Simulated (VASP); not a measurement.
**Ba: energy against strain**

Ba (bcc, Im-3m, 58.643 Å³/atom and stress up to 0.03 GPa in the relaxed cell, cube axes along x, y and z) under a strain ε along a cube axis (axis z), the other axes held. PBEsol in VASP (plane waves, PAW), 480 eV, 12×12×12 Γ-centred mesh, Methfessel-Paxton smearing 0.10 eV. Against the start cell, which lies near the measured one, the relaxed cell differs by -7.3 % in volume; the values below rest on it.

Here s stands for strain and y for E less E0.

```csv
strain (%),E less E0 (meV/atom)
-3.00,?
-1.50,0.36
-1.00,0.12
-0.50,0.00
0.00,0.00
0.50,0.10
1.00,0.31
1.50,0.63
```

**Question.** Using a parabola, estimate the missing y at s = -3.00 from the other rows, showing the fit.

**Answer.** Least squares gives y = -0.004 + 0.0921·s + 0.2214·s². Residuals (row less fit): 0.004, -0.005, -0.005, 0.004, 0.003, 0.001, -0.002; standard error 0.005 (degrees of freedom: 4). Twice the quadratic coefficient over the volume, 2 × 0.2214 meV × 10⁴ × 0.1602 / 58.643 Å³, is the elastic constant C11 = about 12 GPa. At the withheld row, y = -0.004 + 0.0921 × (-3.0) + 0.2214 × (-3.0)² = 1.712 meV/atom. The calculation gives 1.82 meV/atom, 0.108 meV/atom above the prediction (5.9 % of the range of y in the table). The row lies outside the fitted rows, so this is an extrapolation. The scatter of the fitted rows lies at the last printed digit.

A polynomial of degree 3 through the 12 other runs of the series gives 1.82 there, so most of the miss is curvature that the fit leaves out. In a metal these values are sensitive to mesh and smearing; energies are taken to zero smearing, stresses follow the free energy. Rows are the converged runs of the series near zero and its far end, less any whose ions stayed unrelaxed beside relaxed ones; series whose fitted rows scatter by over a few per cent of the range, as at a crossing or softening among them, aren't shown in this form. Most that stay on the fit to the last digits aren't either.
